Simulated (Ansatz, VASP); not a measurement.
# BN in two plane-wave programs, part 2 of 2

Aim: how closely do two programs agree when they are given the same cell, functional and k mesh? The cell is taken from a series of runs on this material, whose earlier steps may have relaxed, scaled, displaced or heated it; both programs get it as it stands.

VASP 6.6.1 and Ansatz 0.2.0.

So far: Starting point; Ansatz: zone-centre phonons, LDA.

**3. VASP: zone-centre phonons, LDA**

Level of this step: LDA; plane waves and PAW (B, N) (VASP).

The same cell, functional (in two slightly different forms) and mesh now go to VASP, with its own data sets.

Lines of VASP's logs that name or quote its potential files are left out, and so is its time.

File INCAR:

```
SYSTEM = BN
PREC = Accurate
ENCUT = 600
EDIFF = 1E-08
NELM = 120
ISMEAR = 0
SIGMA = 0.01
LREAL = .FALSE.
ALGO = Normal
GGA = PW92
NBANDS = 10
LORBIT = 11
LWAVE = .FALSE.
LCHARG = .FALSE.
ISIF = 2
IBRION = 8
LEPSILON = .TRUE.
LASPH = .TRUE.
GGA_COMPAT = .FALSE.
EFERMI = MIDGAP
KPAR = 2
```

File POSCAR:

```
BN
1.0
    0.0000000000      1.8220210539      1.8220210539
    1.8220210539      0.0000000000      1.8220210539
    1.8220210539      1.8220210539      0.0000000000
B N
1 1
Direct
    0.0000000000      0.0000000000      0.0000000000
    0.2500000000      0.2500000000      0.2500000000
```

File KPOINTS:

```
Automatic mesh
0
Gamma
12 12 12
0 0 0
```

Potentials, in the order of the species: B and N (LDA family, release 64).

Command:

```sh
$ mpirun -np 2 vasp_std
```

Numbers of over 12 decimals in the logs are rounded to 6 here.

The log of the run:

```text
[banner, memory and clock lines left out]
running    2 mpi-ranks, on    1 nodes
 distrk:  each k-point on    1 cores,    2 groups
 distr:  one band on    1 cores,    1 groups

 POSCAR found type information on POSCAR B N
 POSCAR found :  2 types and       2 ions
|                                                                             |
|               ----> ADVICE to this user running VASP <----                  |
|                                                                             |
|     You enforced a specific xc type in the INCAR file but a different       |
|     [... a line on the potential file left out ...]
|     I HOPE YOU KNOW WHAT YOU ARE DOING!                                     |
|                                                                             |

 LDA part: xc-table for (Slater(with rela. corr.)+PW92), standard interpolation
 POSCAR, INCAR and KPOINTS ok, starting setup
 FFT: planning ... GRIDC
 FFT: planning ... GRID_SOFT
 FFT: planning ... GRID
 WAVECAR not read
 entering main loop
       N       E                     dE             d eps       ncg     rms          rms(c)
DAV:   1     0.101849190849E+02    0.10185E+02   -0.53516E+03  1464   0.875E+02
DAV:   2    -0.199782288168E+02   -0.30163E+02   -0.29228E+02  1814   0.164E+02
DAV:   3    -0.204926518195E+02   -0.51442E+00   -0.51355E+00  1672   0.185E+01
DAV:   4    -0.204932891529E+02   -0.63733E-03   -0.63732E-03  1578   0.803E-01
DAV:   5    -0.204932898471E+02   -0.69423E-06   -0.69425E-06  1634   0.260E-02    0.638E+00
DAV:   6    -0.195320060900E+02    0.96128E+00   -0.34167E+00  1464   0.112E+01    0.299E+00
DAV:   7    -0.194322442895E+02    0.99762E-01   -0.78057E-02  1584   0.249E+00    0.173E+00
DAV:   8    -0.194012180426E+02    0.31026E-01   -0.47059E-02  1620   0.154E+00    0.165E-01
DAV:   9    -0.194010613899E+02    0.15665E-03   -0.93736E-04  1584   0.277E-01    0.784E-02
DAV:  10    -0.194010451795E+02    0.16210E-04   -0.49906E-05  1612   0.701E-02    0.134E-02
DAV:  11    -0.194010457063E+02   -0.52679E-06   -0.21009E-06  1604   0.103E-02    0.647E-03
DAV:  12    -0.194010456244E+02    0.81928E-07   -0.59483E-07  1570   0.476E-03    0.193E-04
DAV:  13    -0.194010456251E+02   -0.72396E-09   -0.88933E-09   908   0.966E-04
   1 F= -.19401046E+02 E0= -.19401046E+02  d E =0.000000E+00
 Linear response reoptimize wavefunctions to high precision
DAV:   1    -0.194010456251E+02    0.29274E-10   -0.22398E-10   978   0.187E-04
 Linear response G [H, r] |phi>, progress :
  Direction:   1
       N       E                     dE             d eps       ncg     rms
RMM:   1    -0.373426837433E+02   -0.37343E+02   -0.30070E+01  3327   0.507E+01
RMM:   2    -0.320247675145E+02    0.53179E+01   -0.97864E-01  2300   0.902E+00
RMM:   3    -0.320308648456E+02   -0.60973E-02    0.22076E-03  2443   0.377E-01
RMM:   4    -0.320312552402E+02   -0.39039E-03    0.28143E-04  2539   0.224E-02
RMM:   5    -0.320312825318E+02   -0.27292E-04    0.16362E-05  2495   0.173E-03
RMM:   6    -0.320312841526E+02   -0.16209E-05    0.15592E-07  2143   0.312E-04
RMM:   7    -0.320312841319E+02    0.20761E-07    0.29934E-07  1773   0.210E-04
RMM:   8    -0.320312841197E+02    0.12131E-07    0.41456E-07  1776   0.208E-04
RMM:   9    -0.320312841426E+02   -0.22888E-07    0.18960E-07  1685   0.209E-04
RMM:  10    -0.320312840964E+02    0.46233E-07    0.67658E-07  1447   0.208E-04
 Linear response G [H, r] |phi>, progress :
  Direction:   2
       N       E                     dE             d eps       ncg     rms
RMM:   1    -0.349024094034E+02   -0.34902E+02   -0.23619E+01  3336   0.483E+01
RMM:   2    -0.325948838933E+02    0.23075E+01   -0.60845E-01  2296   0.761E+00
RMM:   3    -0.326022298518E+02   -0.73460E-02    0.22098E-03  2451   0.320E-01
RMM:   4    -0.326025560911E+02   -0.32624E-03    0.26125E-04  2572   0.193E-02
RMM:   5    -0.326025812107E+02   -0.25120E-04    0.15649E-05  2517   0.153E-03
RMM:   6    -0.326025827171E+02   -0.15064E-05    0.61471E-07  2147   0.295E-04
RMM:   7    -0.326025827390E+02   -0.21905E-07    0.41686E-07  1792   0.209E-04
RMM:   8    -0.326025827293E+02    0.96437E-08    0.55748E-07  1822   0.207E-04
RMM:   9    -0.326025827429E+02   -0.13549E-07    0.43888E-07  1751   0.208E-04
RMM:  10    -0.326025826916E+02    0.51326E-07    0.96700E-07  1540   0.207E-04
 Linear response G [H, r] |phi>, progress :
  Direction:   3
       N       E                     dE             d eps       ncg     rms
RMM:   1    -0.253702321348E+02   -0.25370E+02    0.73393E+01  3123   0.509E+01
RMM:   2    -0.237555049949E+02    0.16147E+01   -0.10055E+00  2275   0.864E+00
RMM:   3    -0.237544059537E+02    0.10990E-02   -0.35735E-03  2448   0.396E-01
RMM:   4    -0.237543578936E+02    0.48060E-04   -0.19184E-05  2539   0.262E-02
RMM:   5    -0.237543574383E+02    0.45525E-06   -0.25726E-07  2446   0.218E-03
RMM:   6    -0.237543574379E+02    0.42175E-09   -0.11003E-07  2085   0.363E-04
RMM:   7    -0.237543574390E+02   -0.10415E-08   -0.14458E-07  1704   0.219E-04
RMM:   8    -0.237543574390E+02   -0.44601E-10   -0.11499E-07  1647   0.214E-04
RMM:   9    -0.237543574390E+02    0.10225E-10   -0.10955E-07  1504   0.214E-04
RMM:  10    -0.237543574390E+02   -0.70344E-12   -0.11645E-07  1315   0.214E-04
 Linear response to external field (no local field effect), progress :
  Direction:   1
[...]
RMM:   1    -0.794750150810E-01   -0.79475E-01   -0.22278E-01  3204   0.162E+00
RMM:   2    -0.799123649772E-01   -0.43735E-03   -0.23447E-04  2315   0.131E-01
RMM:   3    -0.799130233132E-01   -0.65834E-06   -0.34148E-07  2343   0.455E-03
RMM:   4    -0.799130241301E-01   -0.81681E-09   -0.13757E-09  2182   0.225E-04
 change of polarisation eV/A/(eV/A) component  3 :     0.033    -0.043     0.160
 dielectric tensor                  component  3 :     0.498    -0.644     3.391
 Linear response to external field, progress :
  Direction:   1
       N       E                     dE             d eps       ncg     rms          rms(c)
RMM:   1    -0.125526812372E+00   -0.12553E+00   -0.38701E-01 12624   0.189E+00
RMM:   2    -0.126041687721E+00   -0.51488E-03   -0.31465E-04  9026   0.145E-01    0.601E-01
RMM:   3    -0.123633176592E+00    0.24085E-02   -0.10055E-03  8878   0.243E-01    0.353E-01
RMM:   4    -0.127860254584E+00   -0.42271E-02   -0.15145E-03  9123   0.299E-01    0.365E-02
RMM:   5    -0.128333555274E+00   -0.47330E-03   -0.16020E-05  9291   0.322E-02    0.445E-03
RMM:   6    -0.128350707745E+00   -0.17152E-04   -0.39217E-08  9414   0.187E-03    0.230E-03
RMM:   7    -0.128360714678E+00   -0.10007E-04   -0.92326E-09  9366   0.920E-04    0.107E-04
RMM:   8    -0.128360972325E+00   -0.25765E-06    0.18005E-10  6149   0.426E-05    0.290E-05
RMM:   9    -0.128360957161E+00    0.15164E-07   -0.52161E-11  4669   0.404E-05    0.220E-06
 change of polarisation eV/A/(eV/A) component  1 :     0.241     0.044     0.028
 dielectric tensor                  component  1 :     4.612     0.653     0.415
 Linear response to external field, progress :
  Direction:   2
       N       E                     dE             d eps       ncg     rms          rms(c)
RMM:   1    -0.125526623890E+00   -0.12553E+00   -0.38700E-01 12627   0.189E+00
RMM:   2    -0.126041707846E+00   -0.51508E-03   -0.30953E-04  9026   0.145E-01    0.601E-01
RMM:   3    -0.123633167665E+00    0.24085E-02   -0.10049E-03  8871   0.243E-01    0.353E-01
RMM:   4    -0.127860112715E+00   -0.42269E-02   -0.15134E-03  9121   0.299E-01    0.365E-02
RMM:   5    -0.128333393731E+00   -0.47328E-03   -0.16014E-05  9294   0.322E-02    0.445E-03
RMM:   6    -0.128350610078E+00   -0.17216E-04   -0.38926E-08  9413   0.187E-03    0.230E-03
RMM:   7    -0.128360608984E+00   -0.99989E-05   -0.93201E-09  9369   0.920E-04    0.107E-04
RMM:   8    -0.128360862672E+00   -0.25369E-06    0.22374E-10  6098   0.418E-05    0.301E-05
RMM:   9    -0.128360853536E+00    0.91366E-08    0.21132E-11  4741   0.409E-05    0.209E-06
 change of polarisation eV/A/(eV/A) component  2 :     0.032     0.241     0.029
 dielectric tensor                  component  2 :     0.478     4.612     0.427
 Linear response to external field, progress :
  Direction:   3
       N       E                     dE             d eps       ncg     rms          rms(c)
RMM:   1    -0.125526390146E+00   -0.12553E+00   -0.38700E-01 12624   0.189E+00
RMM:   2    -0.126041686249E+00   -0.51530E-03   -0.31532E-04  9026   0.145E-01    0.601E-01
RMM:   3    -0.123633158745E+00    0.24085E-02   -0.10056E-03  8878   0.243E-01    0.353E-01
RMM:   4    -0.127860140566E+00   -0.42270E-02   -0.15147E-03  9123   0.299E-01    0.365E-02
RMM:   5    -0.128333434260E+00   -0.47329E-03   -0.16017E-05  9292   0.322E-02    0.445E-03
RMM:   6    -0.128350602417E+00   -0.17168E-04   -0.39447E-08  9411   0.187E-03    0.230E-03
RMM:   7    -0.128360611119E+00   -0.10009E-04   -0.92916E-09  9359   0.920E-04    0.107E-04
RMM:   8    -0.128360860750E+00   -0.24963E-06    0.15551E-10  6095   0.418E-05    0.303E-05
RMM:   9    -0.128360853434E+00    0.73158E-08   -0.55208E-11  4734   0.412E-05    0.210E-06
 change of polarisation eV/A/(eV/A) component  3 :     0.027     0.045     0.241
 dielectric tensor                  component  3 :     0.401     0.668     4.612
 Linear response DOF=           2
 Linear response progress:
  Degree of freedom:   1/  2
       N       E                     dE             d eps       ncg     rms          rms(c)
RMM:   1    -0.406923085167E-01   -0.40692E-01   -0.23314E-02 14146   0.133E+00
RMM:   2    -0.356361977627E-01    0.50561E-02   -0.17774E-03  8578   0.240E-01    0.137E-01
RMM:   3    -0.355258886747E-01    0.11031E-03   -0.30437E-04  8923   0.702E-02    0.771E-02
RMM:   4    -0.357739262107E-01   -0.24804E-03   -0.28255E-04  8963   0.802E-02    0.725E-03
RMM:   5    -0.357481132012E-01    0.25813E-04   -0.29353E-05  9187   0.691E-03    0.102E-03
RMM:   6    -0.357428518480E-01    0.52614E-05   -0.18788E-06  9205   0.530E-04    0.373E-04
RMM:   7    -0.357403944245E-01    0.24574E-05    0.32090E-07  9312   0.375E-04    0.441E-05
RMM:   8    -0.357404962593E-01   -0.10183E-06    0.18849E-08  9330   0.341E-05    0.955E-06
RMM:   9    -0.357404471760E-01    0.49083E-07    0.37036E-08  9532   0.173E-05    0.897E-07
RMM:  10    -0.357404487078E-01   -0.15318E-08    0.16882E-08  6132   0.104E-05    0.319E-07
 first order change of Fermi-energy   0.21075E+01
 force on displaced ion       1 direction 1 : -22.535   0.000   0.000
 Born effective charge ion    1 direction 1 :   1.899   0.000   0.000
 Linear response progress:
  Degree of freedom:   2/  2
       N       E                     dE             d eps       ncg     rms          rms(c)
RMM:   1    -0.228617213375E+00   -0.22862E+00    0.10999E-01 11388   0.331E+00
RMM:   2    -0.223259089778E+00    0.53581E-02   -0.19619E-03  8621   0.443E-01    0.218E-01
RMM:   3    -0.224249862274E+00   -0.99077E-03   -0.33004E-04  8346   0.150E-01    0.119E-01
RMM:   4    -0.226189162922E+00   -0.19393E-02   -0.32158E-04  8086   0.146E-01    0.224E-02
RMM:   5    -0.226234866806E+00   -0.45704E-04   -0.27346E-06  9283   0.220E-02    0.878E-04
RMM:   6    -0.226241230017E+00   -0.63632E-05    0.85396E-08  9176   0.108E-03    0.421E-04
RMM:   7    -0.226239215578E+00    0.20144E-05    0.11228E-07  9389   0.385E-04    0.458E-05
RMM:   8    -0.226239016639E+00    0.19894E-06   -0.44509E-08  9440   0.427E-05    0.193E-05
RMM:   9    -0.226238965110E+00    0.51529E-07   -0.50870E-08  9633   0.390E-05    0.102E-06
RMM:  10    -0.226238965924E+00   -0.81494E-09   -0.44425E-08  7490   0.250E-05    0.417E-07
 first order change of Fermi-energy  -0.21073E+01
 force on displaced ion       2 direction 1 : -22.539  -0.000  -0.000
 Born effective charge ion    2 direction 1 :  -1.899   0.000   0.000
 Born effective charges drift removed
 Linear response finished
```

OUTCAR, selected parts (step 3):

```text
ion  position               nearest neighbor table
   1  0.000  0.000  0.000-   2 1.58   2 1.58   2 1.58   2 1.58
   2  0.250  0.250  0.250-   1 1.58   1 1.58   1 1.58   1 1.58

  LATTYP: Found a face centered cubic cell.
 ALAT       =     3.6440421078

 Subroutine GETGRP returns: Found 24 space group operations
 (whereof 24 operations were pure point group operations)

The static configuration has the point symmetry T_d .

 Found     72 irreducible k-points:

   k-points           NKPTS =     72   k-points in BZ     NKDIM =     72   number of bands    NBANDS=     10

   dimension x,y,z NGX =    24 NGY =   24 NGZ =   24
   dimension x,y,z NGXF=    48 NGYF=   48 NGZF=   48

   ENCUT  =  600.0 eV  44.10 Ry    6.64 a.u.   5.15  5.15  5.15*2*pi/ulx,y,z

   NELECT =       8.0000    total number of electrons

 k-points in reciprocal lattice and weights: Automatic mesh
   0.00000000  0.00000000  0.00000000       0.001
   0.08333333  0.00000000  0.00000000       0.005
   0.16666667  0.00000000  0.00000000       0.005
   0.25000000  0.00000000  0.00000000       0.005
   0.33333333  0.00000000  0.00000000       0.005
   0.41666667  0.00000000  0.00000000       0.005
   0.50000000  0.00000000  0.00000000       0.002
   0.08333333  0.08333333  0.00000000       0.003
   0.16666667  0.08333333  0.00000000       0.014
[...]
-0.33333333  0.50000000  0.16666667       0.007
  -0.25000000  0.50000000  0.25000000       0.003

 average (electrostatic) potential at core
       1 -29.9098       2 -60.3909

  Total       -1.4515570     -1.4515570     -1.4515570     -0.0000000      0.0000000     -0.0000000
  in kB     -192.2447614   -192.2447614   -192.2447614     -0.0000000      0.0000000     -0.0000000
  external PRESSURE =    -192.2447614 kB  Pullay stress =       0.0000000 kB

  energy-cutoff  :      600.00
  volume of cell :       12.10
      direct lattice vectors                 reciprocal lattice vectors
     0.000000000  1.822021054  1.822021054    -0.274420539  0.274420539  0.274420539
     1.822021054  0.000000000  1.822021054     0.274420539 -0.274420539  0.274420539
     1.822021054  1.822021054  0.000000000     0.274420539  0.274420539 -0.274420539

 POSITION                                       TOTAL-FORCE (eV/Angst)
 -----------------------------------------------------------------------------------
      0.00000      0.00000      0.00000         0.000000      0.000000      0.000000
      0.91101      0.91101      0.91101        -0.000000     -0.000000     -0.000000
 -----------------------------------------------------------------------------------
    total drift:                               -0.000000     -0.000000     -0.000000

 MACROSCOPIC STATIC DIELECTRIC TENSOR (including local field effects in DFT)
 ------------------------------------------------------
           4.612030     0.000000     0.000000
           0.000000     4.612030     0.000000
           0.000000    -0.000000     4.612030
 ------------------------------------------------------

 PIEZOELECTRIC TENSOR (including local field effects)  for field in x, y, z        (C/m^2)
          XX          YY          ZZ          XY          YZ          ZX
  --------------------------------------------------------------------------------
  x    -0.00000    -0.00000     0.00000     0.00000    -1.02811     0.00000
  y    -0.00000    -0.00000     0.00000     0.00000     0.00000    -1.02811
  z     0.00000    -0.00000     0.00000    -1.02811     0.00000     0.00000

 BORN EFFECTIVE CHARGES (including local field effects) (in |e|, cummulative output)
 ---------------------------------------------------------------------------------
 ion    1
    1     1.89877     0.00000     0.00000
    2     0.00000     1.89877    -0.00000
    3     0.00000    -0.00000     1.89877
 ion    2
    1    -1.89877     0.00000    -0.00000
    2     0.00000    -1.89877     0.00000
    3    -0.00000     0.00000    -1.89877

 Eigenvectors and eigenvalues of the dynamical matrix
 ----------------------------------------------------

   1 f  =   30.047922 THz   188.796660 2PiTHz 1002.290779 cm-1   124.268163 meV
             X         Y         Z           dx          dy          dz
      0.000000  0.000000  0.000000     0.000000    0.751157    0.000000
      0.911011  0.911011  0.911011     0.000000   -0.660124    0.000000

   2 f  =   30.047922 THz   188.796660 2PiTHz 1002.290779 cm-1   124.268163 meV
             X         Y         Z           dx          dy          dz
      0.000000  0.000000  0.000000     0.751157    0.000000    0.000000
      0.911011  0.911011  0.911011    -0.660124    0.000000    0.000000

   3 f  =   30.047922 THz   188.796660 2PiTHz 1002.290779 cm-1   124.268163 meV
             X         Y         Z           dx          dy          dz
      0.000000  0.000000  0.000000     0.000000    0.000000    0.751157
      0.911011  0.911011  0.911011     0.000000    0.000000   -0.660124

   4 f/i=    0.001409 THz     0.008855 2PiTHz    0.047008 cm-1     0.005828 meV
             X         Y         Z           dx          dy          dz
      0.000000  0.000000  0.000000    -0.660124    0.000000    0.000000
      0.911011  0.911011  0.911011    -0.751157    0.000000    0.000000

   5 f/i=    0.001409 THz     0.008855 2PiTHz    0.047008 cm-1     0.005828 meV
             X         Y         Z           dx          dy          dz
      0.000000  0.000000  0.000000     0.000000   -0.660124    0.000000
      0.911011  0.911011  0.911011     0.000000   -0.751157    0.000000

   6 f/i=    0.001409 THz     0.008855 2PiTHz    0.047008 cm-1     0.005828 meV
             X         Y         Z           dx          dy          dz
      0.000000  0.000000  0.000000     0.000000    0.000000   -0.660124
      0.911011  0.911011  0.911011     0.000000    0.000000   -0.751157

 MACROSCOPIC STATIC DIELECTRIC TENSOR IONIC CONTRIBUTION
 ------------------------------------------------------
           2.392894    -0.000000     0.000000
          -0.000000     2.392894    -0.000000
           0.000000    -0.000000     2.392894
 ------------------------------------------------------

 ELASTIC MODULI CONTR FROM IONIC RELAXATION (kBar)
 Direction    XX          YY          ZZ          XY          YZ          ZX
 --------------------------------------------------------------------------------
 XX          -0.0000      0.0000      0.0000      0.0000     -0.0000     -0.0000
 YY           0.0000     -0.0000      0.0000      0.0000      0.0000      0.0000
 ZZ           0.0000      0.0000     -0.0000     -0.0000      0.0000     -0.0000
 XY           0.0000      0.0000     -0.0000     -0.1287      0.0000      0.0000
 YZ          -0.0000      0.0000      0.0000      0.0000     -0.1287      0.0000
 ZX          -0.0000      0.0000     -0.0000      0.0000      0.0000     -0.1287
 --------------------------------------------------------------------------------

 PIEZOELECTRIC TENSOR IONIC CONTR  for field in x, y, z        (C/m^2)
          XX          YY          ZZ          XY          YZ          ZX
  --------------------------------------------------------------------------------
  x     0.00000    -0.00000    -0.00000     0.00000     0.01651     0.00000
  y     0.00000    -0.00000     0.00000    -0.00000     0.00000     0.01651
  z    -0.00000    -0.00000     0.00000     0.01651     0.00000    -0.00000
```

Energies printed during the response cycles are not total energies of the cell.

**4. Differences**

Known differences besides the potentials themselves: fixed occupations in Ansatz, narrow Gaussian smearing in VASP; VASP's run holds the zone centre alone; the cutoff is 420 eV in Ansatz and 600 eV in VASP; VASP's log shows a relativistic correction to its local exchange, Ansatz's none. Total energies have different zeros and are not compared.

Both answers:

| quantity | Ansatz | VASP | difference |
| --- | --- | --- | --- |
| ε∞ xx | 4.62 | 4.61 | +0.11 % |
| ε∞ yy | 4.62 | 4.61 | +0.11 % |
| ε∞ zz | 4.62 | 4.61 | +0.11 % |
| Born charge of B1 (mean of the diagonal) (e) | 1.90 | 1.90 | 0.00 |
| Born charge of N2 (mean of the diagonal) (e) | -1.90 | -1.90 | 0.00 |
| optical mode 1 to 3 (cm⁻¹) | 999.7 | 1002.3 | -0.26 % |

Modes are paired by rising frequency, not by their patterns, so a pair may set unlike modes beside each other; they are those without the splitting of longitudinal modes.

**5. What came out**

```
r.m.s. difference of the optical zone-centre modes, each program's sorted by frequency (zone-centre phonons, LDA) : 2.6 cm⁻¹
```

In words: The r.m.s. difference of the optical zone-centre modes, each program's sorted by frequency is 2.6 cm⁻¹ (zone-centre phonons, LDA). Such differences can come from data sets, numerical settings and the points named under the comparisons, not from the functional's error against experiment.

[Lines on the potential files, build, host, timing and source positions are cut from VASP's logs without a mark.]

[Logs are printed without paths, hosts, clocks, repeated set-up lines and the standing remarks that a program may print on its own settings, such as how far it seeks lower states.]

[Hosts, paths, dates, database ids (printed as entryN), source tags and the programs' standing remarks are cut or masked in the printed files.]
